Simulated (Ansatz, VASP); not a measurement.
# Cross-check of SbP between VASP and Ansatz, part 2 of 2

One calculation is typed for both programs; each brings its own data sets. How far apart do they land? The cell is generated by rule, not measured, and may not be a known phase. Of the first pair: The two relaxations start from unlike cells of this crystal (the structure described is Ansatz's start), so only their ends are compared.

VASP 6.6.1 and Ansatz 0.2.0.

So far: Set-up; VASP: relaxation of cell and atoms, PBEsol, pair 1; Ansatz: relaxation of cell and atoms, PBEsol, pair 1; Differences.

**5. VASP: relaxation of cell and atoms, PBEsol, pair 2**

Level of this step: PBEsol; plane waves and PAW (Sb, P); invented cell (VASP).

The relaxed volume is the usual yardstick between codes: in a stiff, nearly cubic crystal its relative difference is about their pressure difference at one cell divided by the bulk modulus. This pair takes another cell of the material, with 4 atoms against 2 for the pair before.

The input, INCAR:

```
SYSTEM = SbP
PREC = Accurate
ENCUT = 500
EDIFF = 1E-07
NELM = 120
ISMEAR = 1
SIGMA = 0.15
LREAL = .FALSE.
ALGO = Normal
GGA = PS
NBANDS = 16
LORBIT = 11
LWAVE = .FALSE.
LCHARG = .FALSE.
ISIF = 3
IBRION = 2
NSW = 80
EDIFFG = -0.005
LASPH = .TRUE.
GGA_COMPAT = .FALSE.
NELMIN = 4
KPAR = 2
```

The input, POSCAR:

```
SbP
1.0
    4.8907990000      0.0000000000      0.0000000000
    0.0000000000      4.8907990000      0.0000000000
    0.0000000000      0.0000000000      3.5994780000
Sb P
2 2
Direct
    0.4999998978      0.4999998978      0.0000000000
    0.0000000000      0.0000000000      0.0000000000
    0.0000000000      0.4999998978      0.3448519480
    0.4999998978      0.0000000000      0.6551480520
```

The input, KPOINTS:

```
Automatic mesh
0
Gamma
8 8 10
0 0 0
```

Potentials, in the order of the species: Sb and P (PBE family, release 64).

Run with:

```bash
mpirun -np 2 vasp_std
```

Numbers of over 12 decimals in the logs are rounded to 6 here.

Log:

```text
[banner, memory and clock lines left out]
running    2 mpi-ranks, on    1 nodes
[...]
[... a notice as in an earlier step ...]

 LDA part: xc-table for (Slater+PW92), standard interpolation
 POSCAR, INCAR and KPOINTS ok, starting setup
[...]
entering main loop
       N       E                     dE             d eps       ncg     rms          rms(c)
DAV:   1     0.748945769525E+02    0.74895E+02   -0.73401E+03  2880   0.986E+02
DAV:   2    -0.150606142704E+02   -0.89955E+02   -0.87412E+02  3968   0.163E+02
DAV:   3    -0.195044759251E+02   -0.44439E+01   -0.43937E+01  3720   0.404E+01
DAV:   4    -0.195482859615E+02   -0.43810E-01   -0.43790E-01  3352   0.473E+00
[...]
DAV:  11    -0.192756937290E+02    0.17152E-05   -0.21959E-05  3088   0.247E-02    0.882E-03
DAV:  12    -0.192756929225E+02    0.80645E-06   -0.35763E-06  3224   0.111E-02    0.488E-03
DAV:  13    -0.192756929963E+02   -0.73773E-07   -0.25245E-07  2352   0.286E-03
   1 F= -.19275693E+02 E0= -.19274817E+02  d E =-.192757E+02
[... from here on, the cycles between the ionic steps are left out ...]
   2 F= -.19275960E+02 E0= -.19275138E+02  d E =-.266526E-03
   3 F= -.19275962E+02 E0= -.19275146E+02  d E =-.268623E-03
   4 F= -.19276055E+02 E0= -.19275265E+02  d E =-.928901E-04
   5 F= -.19276056E+02 E0= -.19275269E+02  d E =-.939463E-04
   6 F= -.19276070E+02 E0= -.19275283E+02  d E =-.143385E-04
   7 F= -.19276102E+02 E0= -.19275313E+02  d E =-.466278E-04
   8 F= -.19276119E+02 E0= -.19275325E+02  d E =-.632158E-04
   9 F= -.19276121E+02 E0= -.19275328E+02  d E =-.650742E-04
[...]
reached required accuracy - stopping structural energy minimisation
```

Parts of OUTCAR (step 5):

```text
  Total        0.0182699      0.0182699     -0.0023780      0.0000000      0.0000000      0.0000000
  in kB        0.3407126      0.3407126     -0.0443463      0.0000000      0.0000000      0.0000000
  external PRESSURE =       0.2123596 kB  Pullay stress =       0.0000000 kB

 POSITION                                       TOTAL-FORCE (eV/Angst)
 -----------------------------------------------------------------------------------
      2.44718      2.44718     -0.00000        -0.000000     -0.000000      0.000000
      0.00000      0.00000      0.00000         0.000000      0.000000      0.000000
      0.00000      2.44718      1.24367         0.000000      0.000000      0.001764
      2.44718      0.00000      2.34278        -0.000000     -0.000000     -0.001764
 -----------------------------------------------------------------------------------
    total drift:                                0.000189      0.000189      0.000000

  FREE ENERGIE OF THE ION-ELECTRON SYSTEM (eV)
  ---------------------------------------------------
  free  energy   TOTEN  =       -19.2761206401 eV

  energy  without entropy=      -19.2737431060  energy(sigma->0) =      -19.27532813

[... 1 part as in an earlier step ...]

[... 3 further parts left out ...]
[key lines of the parts left out:]
E-fermi :   8.3934
```

**6. Ansatz: relaxation of cell and atoms, PBEsol, pair 2**

The same cell, functional, mesh and smearing now go to Ansatz, which takes its cutoff from its data sets.

The cell is taken from a series of runs on this material, whose earlier steps may have relaxed, scaled, displaced or heated it; both programs get it as it stands.

The input, input.yaml:

```yaml
crystal:
  lattice:
    - [4.8907986494, 0.0, 0.0]
    - [0.0, 4.8907986494, 0.0]
    - [0.0, 0.0, 3.5994775867]
  atoms:
    - { symbol: Sb, position: [0.5, 0.5, 0.0] }
    - { symbol: Sb, position: [0.0, 0.0, 0.0] }
    - { symbol: P, position: [0.0, 0.5, 0.3448519452] }
    - { symbol: P, position: [0.5, 0.0, 0.6551480548] }
kpoints:
  mp_grid: { grid: [8, 8, 10] }
hamiltonian:
  xc: pbesol
scf:
  occupations: { method: methfessel_paxton, width: 0.15 }
output:
  forces: true
  stress: true
  eigenvalues: true
relax:
  adjacent_minimum: "off"
  f_tol: 0.001
  max_steps: 60
  cell: { stress_tol: 0.01 }
```

Run with:

```bash
ansatz run input.yaml --threads 4 --pin off --max-ram 7168MiB --backend cpu --events-out ev --progress --plain --runs-dir out
```

Log:

```text
[...]
Crystal: 4 atoms, lattice volume = 86.099 Å³
Basis set: ecut = 420 eV, 1681 PW (Γ), exchange–correlation on 72×72×50 points (8 copies of the dense FFT grid, shifted against one another)
Bands: 24, of which v1, the nominal top of the filled ones, is band 20 counted from 1 (19 counted from 0)
Symmetry: 16 space group operations
[...]
k-points: 90 of 640
[...]
--- Relaxed structure (3 steps of the walk, 2 accepted, 1 SCFs on fresh bases) ---
[...]
cell:  # Å, volume = 85.9644 Å³
    - [4.895019, 0.0, 0.0]
    - [0.0, 4.895019, 0.0]
    - [0.0, 0.0, 3.587647]
  atoms:
    - { symbol: Sb, position: [0.5, 0.5, 0] }
    - { symbol: Sb, position: [0.0, 0.0, 0] }
    - { symbol: P, position: [0.0, 0.5, 0.345769] }
    - { symbol: P, position: [0.5, 0.0, 0.654231] }
[key lines of the parts left out:]
SCF converged after 5 iterations
Free energy (F): -14294.875063 eV
Fermi energy:    10.815064 eV
P = ⅓ Tr σ = 0.0054 GPa (0.054 kbar)
```

**7. Differences**

What differs besides the data sets and the points named for the pairs above, as far as they apply: the data sets hold 40 valence electrons in Ansatz (on its default PAW (the set named soft_2) files) and 20 in VASP. Total energies have different zeros and are not compared.

The two programs side by side:

```csv
quantity,Ansatz,VASP,difference
volume (Å³),85.96,85.91,+0.06 %
"edge a after relaxation, in the typed setting (Å)",4.895,4.894,+0.01 %
"edge c after relaxation, in the typed setting (Å)",3.588,3.587,+0.03 %
```

**8. VASP: relaxation of cell and atoms, PBEsol, pair 3**

The relaxed volume is the usual yardstick between codes: in a stiff, nearly cubic crystal its relative difference is about their pressure difference at one cell divided by the bulk modulus. This pair takes another cell of the material, with 8 atoms against 4 for the pair before.

Edit INCAR of step 5 so:

```diff
@@ -10,3 +10,3 @@
 GGA = PS
-NBANDS = 16
+NBANDS = 28
 LORBIT = 11
```

The input, POSCAR:

```
SbP
1.0
    3.3221840000     -7.0377930000      0.0000000000
    3.3221840000      7.0377930000      0.0000000000
    0.0000000000      0.0000000000      3.6092680000
Sb P
4 4
Direct
    0.2500000000      0.2500000000      0.0000000000
    0.7500001505      0.7500001505      0.0000000000
    0.4999999645      0.0000000355      0.0000000000
    0.0000000355      0.4999999645      0.0000000000
    0.8827913097      0.1172086903      0.3657010230
    0.3827913097      0.6172086903      0.6342992540
    0.1172086903      0.8827913097      0.6342992540
    0.6172086903      0.3827913097      0.3657010230
```

The input, KPOINTS:

```
Automatic mesh
0
Gamma
6 6 8
0 0 0
```

Run with:

```bash
mpirun -np 2 vasp_std
```

Log:

```text
[banner, memory and clock lines left out]
running    2 mpi-ranks, on    1 nodes
[...]
[... a notice as in an earlier step ...]

 LDA part: xc-table for (Slater+PW92), standard interpolation
 POSCAR, INCAR and KPOINTS ok, starting setup
[...]
entering main loop
       N       E                     dE             d eps       ncg     rms          rms(c)
DAV:   1     0.189618719974E+03    0.18962E+03   -0.14564E+04  3640   0.116E+03
DAV:   2    -0.222771543709E+02   -0.21190E+03   -0.20569E+03  4392   0.194E+02
DAV:   3    -0.386685407962E+02   -0.16391E+02   -0.15997E+02  4648   0.571E+01
DAV:   4    -0.390550305824E+02   -0.38649E+00   -0.38339E+00  4632   0.906E+00
[...]
DAV:  11    -0.385226853420E+02    0.56579E-05   -0.46224E-05  4416   0.295E-02    0.640E-03
DAV:  12    -0.385226845026E+02    0.83939E-06   -0.50612E-06  4348   0.111E-02    0.555E-03
DAV:  13    -0.385226844521E+02    0.50549E-07   -0.92016E-07  4508   0.381E-03
   1 F= -.38522684E+02 E0= -.38523425E+02  d E =-.385227E+02
[... from here on, the cycles between the ionic steps are left out ...]
   2 F= -.38523189E+02 E0= -.38524084E+02  d E =-.504093E-03
   3 F= -.38523327E+02 E0= -.38524437E+02  d E =-.642316E-03
   4 F= -.38523584E+02 E0= -.38524828E+02  d E =-.257536E-03
   5 F= -.38523664E+02 E0= -.38525021E+02  d E =-.337004E-03
   6 F= -.38523665E+02 E0= -.38525039E+02  d E =-.338517E-03
   7 F= -.38523752E+02 E0= -.38525075E+02  d E =-.867507E-04
   8 F= -.38523803E+02 E0= -.38525068E+02  d E =-.137816E-03
   9 F= -.38523809E+02 E0= -.38525048E+02  d E =-.143688E-03
  10 F= -.38523867E+02 E0= -.38525082E+02  d E =-.579449E-04
  11 F= -.38523857E+02 E0= -.38525033E+02  d E =-.482120E-04
  12 F= -.38523879E+02 E0= -.38525076E+02  d E =-.698452E-04
  13 F= -.38523915E+02 E0= -.38525137E+02  d E =-.356994E-04
  14 F= -.38523965E+02 E0= -.38525261E+02  d E =-.863818E-04
[...]
reached required accuracy - stopping structural energy minimisation
```

Parts of OUTCAR (step 8):

```text
  Total        0.0321242      0.0260568     -0.0392378      0.0000000     -0.0000000      0.0000000
  in kB        0.3056417      0.2479146     -0.3733233      0.0000000     -0.0000000      0.0000000
  external PRESSURE =       0.0600777 kB  Pullay stress =       0.0000000 kB

 POSITION                                       TOTAL-FORCE (eV/Angst)
 -----------------------------------------------------------------------------------
      1.66567     -0.00000      0.00000         0.000000      0.000000      0.000000
      4.99702     -0.00000      0.00000         0.000000      0.000000      0.000000
      1.66567     -3.51402     -0.00000        -0.000000      0.000000      0.000000
      1.66567      3.51402      0.00000        -0.000000      0.000000      0.000000
      3.33135     -5.38389      1.32508        -0.000000      0.000449      0.000708
      3.33135      1.64414      2.27114        -0.000000      0.000449     -0.000708
      3.33135      5.38389      2.27114        -0.000000     -0.000449     -0.000708
      3.33135     -1.64414      1.32508        -0.000000     -0.000449      0.000708
 -----------------------------------------------------------------------------------
    total drift:                                0.001008     -0.000050     -0.000488

  FREE ENERGIE OF THE ION-ELECTRON SYSTEM (eV)
  ---------------------------------------------------
  free  energy   TOTEN  =       -38.5239652002 eV

  energy  without entropy=      -38.5278517045  energy(sigma->0) =      -38.52526070

[... 1 part as in an earlier step ...]

[... 3 further parts left out ...]
[key lines of the parts left out:]
E-fermi :   8.4985
```

**9. Ansatz: relaxation of cell and atoms, PBEsol, pair 3**

The same cell, functional, mesh and smearing now go to Ansatz, which takes its cutoff from its data sets.

The cell is taken from a series of runs on this material, whose earlier steps may have relaxed, scaled, displaced or heated it; both programs get it as it stands.

input.yaml, the sections that differ from step 6:

```yaml
crystal:
  lattice:
    - [3.3221844409, -7.0377927203, 0.0]
    - [3.3221844409, 7.0377927203, 0.0]
    - [0.0, 0.0, 3.6092683952]
  atoms:
    - { symbol: Sb, position: [0.25, 0.25, 0.0] }
    - { symbol: Sb, position: [0.75, 0.75, 0.0] }
    - { symbol: Sb, position: [0.5, 0.0, 0.0] }
    - { symbol: Sb, position: [0.0, 0.5, 0.0] }
    - { symbol: P, position: [0.8827913266, 0.1172086734, 0.3657008525] }
    - { symbol: P, position: [0.3827913266, 0.6172086734, 0.6342991475] }
    - { symbol: P, position: [0.1172086734, 0.8827913266, 0.6342991475] }
    - { symbol: P, position: [0.6172086734, 0.3827913266, 0.3657008525] }
kpoints:
  mp_grid: { grid: [6, 6, 8] }
# hamiltonian, scf, output, relax: as in step 6
```

Run with:

```bash
ansatz run input.yaml --threads 4 --pin off --max-ram 7168MiB --backend cpu --events-out ev --progress --plain --runs-dir out
```

Log:

```text
[...]
Crystal: 8 atoms, lattice volume = 168.775 Å³
Basis set: ecut = 420 eV, 3305 PW (Γ), exchange–correlation on 108×108×50 points (8 copies of the dense FFT grid, shifted against one another)
Bands: 48, of which v1, the nominal top of the filled ones, is band 40 counted from 1 (39 counted from 0)
Symmetry: 8 space group operations
[...]
k-points: 65 of 288
[...]
- { symbol: Sb, position: [0.750000, 0.750000, 1.0513786142216193e-19] }
    - { symbol: Sb, position: [0.5, 2.7755575615628914e-17, 1.0513786142216193e-19] }
    - { symbol: Sb, position: [2.7755575615628914e-17, 0.5, 1.0513786142216198e-19] }
    - { symbol: P, position: [0.883092, 0.116908, 0.367859] }
    - { symbol: P, position: [0.383092, 0.616908, 0.632141] }
    - { symbol: P, position: [0.116908, 0.883092, 0.632141] }
    - { symbol: P, position: [0.616908, 0.383092, 0.367859] }
[key lines of the parts left out:]
SCF converged after 6 iterations
Free energy (F): -28589.719152 eV
Fermi energy:    10.979667 eV
P = ⅓ Tr σ = 0.0043 GPa (0.043 kbar)
```

**10. Side by side**

What differs besides the data sets and the points named for the pairs above, as far as they apply: the data sets hold 80 valence electrons in Ansatz (on its default PAW (the set named soft_2) files) and 40 in VASP. Total energies have different zeros and are not compared.

Both answers:

```
                                         quantity  Ansatz    VASP  difference
                                      volume (Å³)  168.40  168.40     +0.01 %
edge a after relaxation, in the typed setting (Å)   7.779   7.778     +0.01 %
edge c after relaxation, in the typed setting (Å)   3.595   3.596     -0.02 %
```

**11. Results**

| Quantity | Value |
| --- | --- |
| difference in volume (relaxation of cell and atoms, PBEsol, pair 1) | -0.061 % |
| difference in volume (relaxation of cell and atoms, PBEsol, pair 2) | 0.060 % |
| difference in edge c after relaxation, in the typed setting (relaxation of cell and atoms, PBEsol, pair 3) | -0.022 % |

What this shows: The difference in volume is -0.061 % (relaxation of cell and atoms, PBEsol, pair 1), within the 1.2 % picked in this series as the mark of a large difference, as far as the stopping tolerances let one tell. The data sets hold unlike numbers of valence electrons (20 in Ansatz and 10 in VASP, 40 in Ansatz and 20 in VASP and 80 in Ansatz and 40 in VASP), so part of the differences comes from the potentials. 4 further runs of this series are not shown here. How closely two codes agree says nothing of how well the functional describes the real material.

[Lines on the potential files, build, host, timing and source positions are cut from VASP's logs without a mark.]

[Logs are printed without paths, hosts, clocks, repeated set-up lines and the standing remarks that a program may print on its own settings, such as how far it seeks lower states.]

[Hosts, paths, dates, database ids (printed as entryN), source tags and the programs' standing remarks are cut or masked in the printed files.]
